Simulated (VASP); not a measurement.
# How biaxial strain in the (001) plane changes Si

How do the elastic response and the band edges of Si follow biaxial strain in the (001) plane?

Calculated with VASP 6.6.1; LDA; plane waves and PAW (Si), in the first sound run; inputs show where later runs differ.

**1. The starting structure**

The structure is cubic, space group Fd-3m (No. 227). Conventional cell: a = 5.431 Å, b = 5.431 Å, c = 5.431 Å, α = 90.00°, β = 90.00°, γ = 90.00°. Si has 4 Si at 2.35 Å nearest.

Structure file:

```
Si
1.0
     0.00000    2.71550    2.71550
     2.71550    0.00000    2.71550
     2.71550    2.71550    0.00000
Si
2
Direct
  0.00000 0.00000 0.00000
  0.25000 0.25000 0.25000
```

**2. Relax the crystal, LDA**

The series starts from the cell that this level prefers, so that zero strain is near zero stress.

This step took 2 runs in a row; the last is shown.

Level: LDA; plane waves and PAW (Si).

Contents of INCAR:

```
SYSTEM = Si
PREC = Accurate
ENCUT = 450
EDIFF = 1E-07
NELM = 120
ISMEAR = 0
SIGMA = 0.02
LREAL = .FALSE.
ALGO = Normal
GGA = CA
NBANDS = 10
LORBIT = 11
LWAVE = .FALSE.
LCHARG = .FALSE.
KPAR = 16
IBRION = 2
NSW = 40
ISIF = 3
EDIFFG = -0.005
POTIM = 0.4
```

Contents of POSCAR:

```
Si
1.0
    0.0000000000      2.7014008243      2.7014008243
    2.7014008243      0.0000000000      2.7014008243
    2.7014008243      2.7014008243      0.0000000000
Si
2
Direct
    0.0000000000      0.0000000000      0.0000000000
    0.2500000000      0.2500000000      0.2500000000
```

Contents of KPOINTS:

```
Automatic mesh
0
Gamma
10 10 10
0 0 0
```

Potentials, in the order of the species: Si (LDA family, release 64).

Started as:

```sh
> mpirun -np 16 vasp_std
```

Output:

```text
[banner, memory and clock lines left out]
running   16 mpi-ranks, on    1 nodes
[...]
|                                                                             |
|           W    W    AA    RRRRR   N    N  II  N    N   GGGG   !!!           |
|           W    W   A  A   R    R  NN   N  II  NN   N  G    G  !!!           |
|           W    W  A    A  R    R  N N  N  II  N N  N  G       !!!           |
|           W WW W  AAAAAA  RRRRR   N  N N  II  N  N N  G  GGG   !            |
|           WW  WW  A    A  R   R   N   NN  II  N   NN  G    G                |
|           W    W  A    A  R    R  N    N  II  N    N   GGGG   !!!           |
|                                                                             |
|     For optimal performance we recommend to set                             |
|       NCORE = 2 up to number-of-cores-per-socket                            |
|     NCORE specifies how many cores store one orbital (NPAR=cpu/NCORE).      |
|     This setting can greatly improve the performance of VASP for DFT.       |
[...]
|     Unfortunately you need to use the default for GW and RPA                |
|     calculations (for HF NCORE is supported but not extensively tested      |
|     yet).                                                                   |
|                                                                             |

 LDA part: xc-table for (Slater(with rela. corr.)+CA(PZ))
 , standard interpolation
 POSCAR, INCAR and KPOINTS ok, starting setup
[...]
entering main loop
       N       E                     dE             d eps       ncg     rms          rms(c)
DAV:   1     0.406882481713E+01    0.40688E+01   -0.29265E+03   940   0.545E+02
DAV:   2    -0.117240577802E+02   -0.15793E+02   -0.15019E+02  1370   0.817E+01
DAV:   3    -0.121866801231E+02   -0.46262E+00   -0.46172E+00  1156   0.123E+01
DAV:   4    -0.121903766434E+02   -0.36965E-02   -0.36960E-02  1228   0.142E+00
[...]
DAV:   9    -0.119190083082E+02    0.25935E-04   -0.21563E-04  1186   0.847E-02    0.615E-02
DAV:  10    -0.119190135502E+02   -0.52420E-05   -0.13933E-05  1080   0.238E-02    0.306E-02
DAV:  11    -0.119190134771E+02    0.73134E-07   -0.75385E-07  1174   0.511E-03
   1 F= -.11919013E+02 E0= -.11919013E+02  d E =-.119190E+02
[...]
reached required accuracy - stopping structural energy minimisation
```

Run time: 1.8 s. Hardware: 16 MPI ranks of Intel Xeon 6975P-C (Granite Rapids), shared host; peak memory 2.2 GiB; 17 s of CPU time.

Lines that name or quote the potential files are left out of all logs, and their timing lines are given in words.

OUTCAR, selected parts (step 2):

```text
  Total        0.0006490      0.0006490      0.0006490      0.0000000      0.0000000      0.0000000
  in kB        0.0263728      0.0263728      0.0263728      0.0000000      0.0000000      0.0000000
  external PRESSURE =       0.0263728 kB  Pullay stress =       0.0000000 kB

 POSITION                                       TOTAL-FORCE (eV/Angst)
 -----------------------------------------------------------------------------------
      0.00000      0.00000      0.00000        -0.000000     -0.000000     -0.000000
      1.35070      1.35070      1.35070         0.000000      0.000000      0.000000
 -----------------------------------------------------------------------------------
    total drift:                                0.000000      0.000000     -0.000000

  FREE ENERGIE OF THE ION-ELECTRON SYSTEM (eV)
  ---------------------------------------------------
  free  energy   TOTEN  =       -11.9190134771 eV

  energy  without entropy=      -11.9190134771  energy(sigma->0) =      -11.91901348

 reached required accuracy - stopping structural energy minimisation

[... 3 further parts left out ...]
[key lines of the parts left out:]
E-fermi :   6.0354
```

This run gave:

- energy(sigma→0) of the program: -11.9190 eV
- stress, compression positive: xx, yy, zz 0.00, 0.00, 0.00 GPa
- volume: 39.427 Å³
- ionic steps: 1

**3. Strain along the normal, LDA**

One member in full: the plane is strained by 1 %, and the strain along the normal is moved by secant steps until the normal stress is under 0.012 GPa or five steps are spent; the atoms relax at each step.

This step took 2 runs, each at a new trial strain with the atoms of the one before; the last is shown.

Level: LDA; plane waves and PAW (Si).

Edit INCAR of step 2 so:

```diff
@@ -14,7 +14,7 @@
 LCHARG = .FALSE.
-KPAR = 16
-IBRION = 2
-NSW = 40
-ISIF = 3
-EDIFFG = -0.005
-POTIM = 0.4
+KPAR = 4
+IBRION = 1
+NSW = 25
+ISIF = 2
+EDIFFG = -0.004
+POTIM = 0.3
```

Contents of POSCAR:

```
Si
1.0
    0.0000000000      2.7284148330      2.6798258220
    2.7284148330      0.0000000000      2.6798258220
    2.7284148330      2.7284148330      0.0000000000
Si
2
Direct
    0.0000000000      0.0000000000      0.0000000000
    0.2500000000      0.2500000000      0.2500000000
```

KPOINTS is that of step 2.

Started as:

```sh
> mpirun -np 4 vasp_std
```

Output:

```text
[banner, memory and clock lines left out]
running    4 mpi-ranks, on    1 nodes
[...]
LDA part: xc-table for (Slater(with rela. corr.)+CA(PZ))
 , standard interpolation
 POSCAR, INCAR and KPOINTS ok, starting setup
[...]
entering main loop
       N       E                     dE             d eps       ncg     rms          rms(c)
DAV:   1     0.353081485448E+01    0.35308E+01   -0.28889E+03  2048   0.545E+02
DAV:   2    -0.117364729036E+02   -0.15267E+02   -0.14511E+02  2812   0.790E+01
DAV:   3    -0.121746611105E+02   -0.43819E+00   -0.43736E+00  2586   0.122E+01
DAV:   4    -0.121780543628E+02   -0.33933E-02   -0.33928E-02  2520   0.134E+00
[...]
DAV:   9    -0.119148593272E+02    0.24481E-04   -0.20883E-04  2552   0.835E-02    0.609E-02
DAV:  10    -0.119148645890E+02   -0.52618E-05   -0.13671E-05  2352   0.236E-02    0.292E-02
DAV:  11    -0.119148645176E+02    0.71416E-07   -0.71398E-07  2432   0.497E-03
   1 F= -.11914865E+02 E0= -.11914865E+02  d E =-.119149E+02
 BRION: g(F)=  0.207E-49 g(S)=  0.000E+00
 reached required accuracy - stopping structural energy minimisation
```

Run time: 4 s. Hardware: 4 MPI ranks; peak memory 0.56 GiB.

OUTCAR, selected parts (step 3):

```text
  Total       -0.4206744     -0.4206744     -0.0015137      0.0000000      0.0000000      0.0000000
  in kB      -16.8927071    -16.8927071     -0.0607829      0.0000000      0.0000000      0.0000000
  external PRESSURE =     -11.2820657 kB  Pullay stress =       0.0000000 kB

 POSITION                                       TOTAL-FORCE (eV/Angst)
 -----------------------------------------------------------------------------------
      0.00000      0.00000      0.00000        -0.000000     -0.000000     -0.000000
      1.36421      1.36421      1.33991         0.000000      0.000000      0.000000
 -----------------------------------------------------------------------------------
    total drift:                                0.000000      0.000000     -0.000000

  FREE ENERGIE OF THE ION-ELECTRON SYSTEM (eV)
  ---------------------------------------------------
  free  energy   TOTEN  =       -11.9148645176 eV

  energy  without entropy=      -11.9148645176  energy(sigma->0) =      -11.91486452

[... 1 part as in an earlier step ...]

[... 3 further parts left out ...]
[key lines of the parts left out:]
E-fermi :   6.0169
```

Read from the output:

| Item | Value |
| --- | --- |
| energy(sigma→0) of the program | -11.9149 eV |
| stress, compression positive | xx, yy, zz -1.69, -1.69, -0.01 GPa |
| ionic steps | 1 |

**4. Band edges, HSE06**

Short lines in KPOINTS_OPT sample the zone centre along and across the normal of the plane, for masses, and the other valleys.

Level: HSE06; plane waves and PAW (Si).

Contents of INCAR:

```
SYSTEM = Si
PREC = Accurate
ENCUT = 450
EDIFF = 1E-06
NELM = 100
ISMEAR = 0
SIGMA = 0.02
LREAL = .FALSE.
ALGO = Normal
LHFCALC = .TRUE.
AEXX = 0.25
GGA = PE
HFSCREEN = 0.2
LASPH = .TRUE.
NBANDS = 9
PRECFOCK = Fast
LWAVE = .FALSE.
LCHARG = .FALSE.
KPAR = 4
```

POSCAR is that of step 3.

Contents of KPOINTS:

```
Automatic mesh
0
Gamma
5 5 5
0 0 0
```

Contents of KPOINTS_OPT:

```
Line mode
6
Line-mode
Reciprocal
  0.00000000   0.00000000   0.00000000
  0.02132538   0.02132538   0.00000000

  0.00000000   0.00000000   0.00000000
 -0.00000000  -0.02171204  -0.02171204

  0.31000000   0.31000000   0.00000000
  0.50000000   0.50000000   0.00000000

  0.00000000   0.31000000   0.31000000
  0.00000000   0.50000000   0.50000000

  0.45000000   0.45000000   0.45000000
  0.50000000   0.50000000   0.50000000

  0.45000000   0.00000000   0.00000000
  0.50000000   0.00000000   0.00000000

  0.42500000   0.42500000   0.00000000
  0.42500000   0.44671204   0.02171204

  0.50000000   0.50000000   0.50000000
  0.48464727   0.51535273   0.50000000
```

Started as:

```sh
> mpirun -np 4 vasp_std
```

Output:

```text
[banner, memory and clock lines left out]
running    4 mpi-ranks, on    1 nodes
[...]
|                                                                             |
|               ----> ADVICE to this user running VASP <----                  |
|                                                                             |
|     You enforced a specific xc type in the INCAR file but a different       |
|     [... a line on the potential file left out ...]
|     I HOPE YOU KNOW WHAT YOU ARE DOING!                                     |
|                                                                             |

 LDA part: xc-table for (Slater+PW92), standard interpolation
 found WAVECAR, reading the header
 POSCAR, INCAR and KPOINTS ok, starting setup
[...]
reading WAVECAR
 the WAVECAR file was read successfully
 initial charge from wavefunction
 entering main loop
       N       E                     dE             d eps       ncg     rms          rms(c)
DAV:   1    -0.126093841794E+02   -0.12609E+02   -0.91476E-01   326   0.653E+00    0.540E+00
DAV:   2    -0.126144782483E+02   -0.50941E-02   -0.17186E-02   432   0.988E-01    0.357E+00
DAV:   3    -0.126130932329E+02    0.13850E-02   -0.59341E-04   411   0.171E-01    0.207E+00
DAV:   4    -0.126125474493E+02    0.54578E-03   -0.13362E-04   396   0.805E-02    0.118E+00
[...]
DAV:   8    -0.126122773775E+02    0.59193E-05   -0.28230E-06   379   0.113E-02    0.118E-01
DAV:   9    -0.126122758688E+02    0.15086E-05   -0.94774E-07   233   0.668E-03    0.673E-02
DAV:  10    -0.126122755303E+02    0.33850E-06   -0.46045E-07   238   0.484E-03
   1 F= -.12612276E+02 E0= -.12612276E+02  d E =-.240541E-16
 Start KPOINTS_OPT (optional k-point list driver)
k-point batch [1-18\48]
       N       E                     dE             ncg
DAV:   1     0.608280779432E+03   -0.10395E+04      324
DAV:   2     0.250896595372E+03   -0.35738E+03      507
DAV:   3     0.211549598557E+03   -0.39347E+02      409
DAV:   4     0.211084260131E+03   -0.46534E+00      427
DAV:   5     0.211078251040E+03   -0.60091E-02      432
DAV:   6     0.211078187666E+03   -0.63374E-04      493
DAV:   7     0.211078186804E+03   -0.86245E-06      427
[...]
k-point batch [37-48\48]
       N       E                     dE             ncg
DAV:   1     0.164885497663E+04   -0.25913E+04      216
DAV:   2     0.145651455020E+04   -0.19234E+03      304
DAV:   3     0.144593011544E+04   -0.10584E+02      312
DAV:   4     0.144585937710E+04   -0.70738E-01      328
DAV:   5     0.144585901391E+04   -0.36319E-03      320
DAV:   6     0.144585901257E+04   -0.13398E-05      319
DAV:   7     0.144585901256E+04   -0.47921E-08      328
```

Wall time 37 s (4 MPI ranks); peak memory 1 GiB.

OUTCAR, selected parts (step 4):

```text
  LATTYP: Found a body centered tetragonal cell.
 ALAT       =     3.8585612606
 C/A-ratio  =     1.3890285218

 Subroutine GETGRP returns: Found 16 space group operations
 (whereof  8 operations were pure point group operations)

The static configuration has the point symmetry D_2d.
 The point group associated with its full space group is D_4h.

 Found     18 irreducible k-points:

   k-points           NKPTS =     18   k-points in BZ     NKDIM =    125   number of bands    NBANDS=      9

   dimension x,y,z NGX =    28 NGY =   28 NGZ =   28
   dimension x,y,z NGXF=    56 NGYF=   56 NGZF=   56

   ENCUT  =  450.0 eV  33.07 Ry    5.75 a.u.   6.61  6.61  6.67*2*pi/ulx,y,z

   NELECT =       8.0000    total number of electrons

  exchange ACFDT corr.  =         0.00000000  see jH, gK, PRB 81, 115126

 E-fermi :   5.7882

 k-point     1 :       0.0000    0.0000    0.0000
  band No.  band energies     occupation
      1      -7.7045      2.00000
      2       5.5499      2.00000
      3       5.5499      2.00000
      4       5.6806      2.00000
      5       8.9088      0.00000
      6       8.9741      0.00000
      7       8.9741      0.00000
      8       9.9810      0.00000
      9      14.1915      0.00000

 k-point     2 :       0.2000   -0.0000    0.0000
  band No.  band energies     occupation
      1      -7.1294      2.00000
      2       2.3423      2.00000
      3       4.9196      2.00000
      4       5.0462      2.00000
      5       8.5984      0.00000
      6       9.7947      0.00000
      7       9.8095      0.00000
      8      12.7299      0.00000
      9      13.5533      0.00000

 POSITION                                       TOTAL-FORCE (eV/Angst)
 -----------------------------------------------------------------------------------
      0.00000      0.00000      0.00000        -0.000000     -0.000000     -0.000000
      1.36421      1.36421      1.33991         0.000000      0.000000      0.000000
 -----------------------------------------------------------------------------------
    total drift:                                0.000000      0.000000      0.000000

  FREE ENERGIE OF THE ION-ELECTRON SYSTEM (eV)
  ---------------------------------------------------
  free  energy   TOTEN  =       -12.6122755303 eV

  energy  without entropy=      -12.6122755303  energy(sigma->0) =      -12.61227553

[... 1 part as in an earlier step ...]

[... 7 further parts left out ...]
```

Read from the output:

```
energy(sigma→0) of the program : -12.6123 eV
```

**5. Band edges, LDA**

Short lines in KPOINTS_OPT sample the zone centre along and across the normal of the plane, for masses, and the other valleys.

Level: LDA; plane waves and PAW (Si).

Contents of INCAR:

```
SYSTEM = Si
PREC = Accurate
ENCUT = 450
EDIFF = 1E-06
NELM = 100
ISMEAR = 0
SIGMA = 0.02
LREAL = .FALSE.
ALGO = Normal
GGA = CA
NBANDS = 9
LWAVE = .FALSE.
LCHARG = .FALSE.
KPAR = 4
```

POSCAR is that of step 4.

Contents of KPOINTS:

```
Automatic mesh
0
Gamma
8 8 8
0 0 0
```

KPOINTS_OPT is that of step 4.

Started as:

```sh
> mpirun -np 4 vasp_std
```

Output:

```text
[... set-up lines as in an earlier step ...]
 entering main loop
       N       E                     dE             d eps       ncg     rms          rms(c)
DAV:   1     0.471038013618E+01    0.47104E+01   -0.30189E+03  1062   0.609E+02
DAV:   2    -0.118020382802E+02   -0.16512E+02   -0.15940E+02  1561   0.808E+01
DAV:   3    -0.121727826490E+02   -0.37074E+00   -0.37018E+00  1313   0.124E+01
DAV:   4    -0.121755864758E+02   -0.28038E-02   -0.28036E-02  1594   0.132E+00
[...]
DAV:   9    -0.119113658594E+02    0.19838E-04   -0.20921E-04  1500   0.900E-02    0.599E-02
DAV:  10    -0.119113706260E+02   -0.47666E-05   -0.12121E-05  1265   0.234E-02    0.320E-02
DAV:  11    -0.119113705778E+02    0.48262E-07   -0.60677E-07   824   0.522E-03
   1 F= -.11911371E+02 E0= -.11911371E+02  d E =-.163959E-13
 Start KPOINTS_OPT (optional k-point list driver)
k-point batch [1-48\48]
       N       E                     dE             ncg
DAV:   1     0.142461364124E+04   -0.76391E+04      872
DAV:   2     0.589047299530E+03   -0.83557E+03     1351
DAV:   3     0.568423914028E+03   -0.20623E+02     1121
DAV:   4     0.568288432530E+03   -0.13548E+00     1274
DAV:   5     0.568287804152E+03   -0.62838E-03     1115
DAV:   6     0.568287792868E+03   -0.11285E-04     1313
DAV:   7     0.568287792775E+03   -0.93247E-07     1059
```

Elapsed: 3 s, on 4 MPI ranks; peak memory 0.54 GiB.

[end of part 1 of 2]

[Lines on the potential files, build, host, timing and source positions are cut from VASP's logs without a mark.]

[Logs are printed without paths, hosts, clocks, repeated set-up lines and the standing remarks that a program may print on its own settings, such as how far it seeks lower states.]

[Hosts, paths, dates, database ids (printed as entryN), source tags and the programs' standing remarks are cut or masked in the printed files.]

[In band tables of VASP the shares of atoms and orbitals are scaled to a sum of 1 inside the atoms' spheres.]
